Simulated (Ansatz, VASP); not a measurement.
## Cu2As3 in VASP and in Ansatz

```
Cu As
1.0
     4.64995    0.00000    0.00000
     0.00000    4.64995    0.00000
     0.00000    0.00000    4.64995
Cu As
2 3
Direct
  0.00000 0.00000 0.00000
  0.50000 0.50000 0.50000
  0.00000 0.50000 0.50000
  0.50000 0.00000 0.50000
  0.50000 0.50000 0.00000
```

Alike in both runs: task single point; functional PBE; k mesh 4 × 4 × 4; occupations gaussian, width 0.1 eV; no spin polarisation.

|  | VASP | Ansatz |
| --- | --- | --- |
| version | VASP 6.6.1 | Ansatz 0.2.0 |
| potentials or method | VASP PAW PBE potentials, release 64 (Cu, As) | scalar-relativistic, plane waves, PAW |
| plane-wave cutoff (eV) | 520 | 420 |
| valence electrons in the cell | 37 | 83 |

VASP gave:

```
gap on the k mesh at the Fermi level (eV) : none
pressure (GPa)                            : 2.7
```

Task: Which values does Ansatz return?

Result: gap on the k mesh at the Fermi level (eV): none; pressure (GPa): 2.6.

A gap of «none» marks a metal or a gap that the smearing closes. The functional is the same, so the differences come from potentials, cutoffs and numerics. The two sets of potentials don't hold the same shells in valence.
